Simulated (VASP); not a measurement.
## GaN: band structure with PBE

Crystal: GaN.

```xyz
2
Lattice="0.0000 2.2535 2.2535 2.2535 0.0000 2.2535 2.2535 2.2535 0.0000" Properties=species:S:1:pos:R:3 pbc="T T T"
Ga    0.0000    0.0000    0.0000
N     3.3803    3.3803    3.3803
```

The cell is a database's computed one.

| Item | Value |
| --- | --- |
| Program | VASP 6.6.1 |
| Task | band structure |
| Functional | PBE |
| Potentials or basis | VASP PAW PBE potentials, release 64 (Ga_d, N) |
| Cutoff | 520 eV |
| k mesh | 10 × 10 × 10 |
| Occupations | gaussian, width 0.02 eV |
| Spin | non-collinear spin, zero start, spin-orbit coupling |
| Starting moments | [[0.0, 0.0, 0.0], [0.0, 0.0, 0.0]] μB |
| Further INCAR settings | ALGO = Fast; EDIFF = 1e-07 |

The pressure is 5.1 GPa and the net moment is 0.00 μB per cell. The valence electrons inside the program's atomic spheres are Ga 11.87; N 3.74.

Moments on the atoms (μB; x, y, z):
```
Ga  0.00 0.00 0.00
N   0.00 0.00 0.00
```

It took 88 s on 1 thread of Intel(R) Xeon(R) Platinum 8488C (Sapphire Rapids) (shared host), peak memory 0.27 GiB.
